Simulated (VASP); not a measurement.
VASP ran on this input.

POSCAR:
```
NaH
1
    2.5610000000     0.0000000000     0.0000000000
    0.0000000000     2.5610000000     0.0000000000
    0.0000000000     0.0000000000     2.5610000000
Na H
1 1
Direct
  0.0000000000   0.0000000000   0.0000000000
  0.5000000000   0.5000000000   0.5000000000
```

INCAR:
```
ENCUT  =  400
EDIFFG  =  -0.01   ! ionic stop
ISMEAR  =  0
SYSTEM  =  NaH
GGA  =  PS
LCHARG  =  .FALSE.
SIGMA  =  0.05   ! width (eV)
PREC  =  Accurate
NSW  =  60
EDIFF  =  1E-6   ! SCF stop (eV)
LWAVE  =  .FALSE.
NELM  =  100   ! most electronic steps
IBRION  =  2
LASPH  =  .TRUE.
ALGO  =  Normal
LREAL  =  .FALSE.   ! projection in real space or not
ISIF  =  3   ! ions, shape and volume
```

### KPOINTS
```
Automatic mesh
0
Gamma
9 9 9
0 0 0
```

POTCAR, in this order: Na_pv H (PBE.64 set). Program: vasp_std.

Task: Translate this PBEsol calculation to Ansatz.

Result: One equivalent input (not run):
Ansatz 0.2 input:
```yaml
crystal:
  lattice:
    - [2.5610000, 0.0000000, 0.0000000]
    - [0.0000000, 2.5610000, 0.0000000]
    - [0.0000000, 0.0000000, 2.5610000]
  atoms:
    - { symbol: Na, position: [0.0000000, 0.0000000, 0.0000000] }
    - { symbol: H, position: [0.5000000, 0.5000000, 0.5000000] }
kpoints:
  mp_grid: { grid: [9, 9, 9] }
hamiltonian:
  xc: pbesol
  pseudopotentials: { kind: paw }
scf:
  occupations: { method: gaussian, width: 0.05 }
  max_iter: 100
relax:
  max_steps: 60
  f_tol: 0.01
  cell: {}
output: { forces: true, stress: true, eigenvalues: true }
```
What does not carry over: each code has its own PAW files, so the cut-off isn't converted (ENCUT is set for VASP's; basis.ecutwfc is left out, and Ansatz then takes the one that its files recommend); Ansatz stops its SCF on the density residual and VASP on the energy change (EDIFF).

The structure was generated: NaH was put into the CsCl type type (Pm-3m), which need not be its known phase. This run relaxes it. Symmetry was kept, so distortions that lower it aren't found.
